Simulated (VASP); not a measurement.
Computed with revPBE GGA, VASP's PBE PAW potentials (set 64) (plane waves; VASP).

Input for VASP

### POSCAR
```
CeO2
1
    0.0000000000     2.8002318982     2.8002318982
    2.8002318982     0.0000000000     2.8002318982
    2.8002318982     2.8002318982     0.0000000000
Ce O
1 2
Direct
  0.0000000000   0.0000000000   0.0000000000
  0.2500000000   0.2500000000   0.2500000000
  0.7500000000   0.7500000000   0.7500000000
```

### INCAR
```
SYSTEM = CeO2
PREC = Accurate; ENCUT = 520; LREAL = F
LASPH = T
EDIFF = 1E-7; NELM = 100; ALGO = Normal
LMAXMIX = 6
ISMEAR = 0; SIGMA = 0.05
GGA = RE
ISIF = 2
LWAVE = F; LCHARG = F
```

KPOINTS:
```
Automatic mesh
0
Gamma
7 7 7
0 0 0
```

POTCAR, in this order: Ce O (PBE.64 set). Program: vasp_std.

Problem. What will the output report for the number of irreducible k-points (NKPTS), largest plane-wave count, number of space-group operations, FFT grid (NGX, NGY, NGZ)?

Solution. 
The number of irreducible k-points (NKPTS) comes out as 20 and the largest plane-wave count is 1243. The number of space-group operations is 48 and the FFT grid (NGX, NGY, NGZ) is 30 × 30 × 30.

The compound is CeO2 in the fluorite structure. This cell is one point of a volume scan, at 1.06 of the reference volume. The run is not spin-polarised, so no magnetic state was tried.
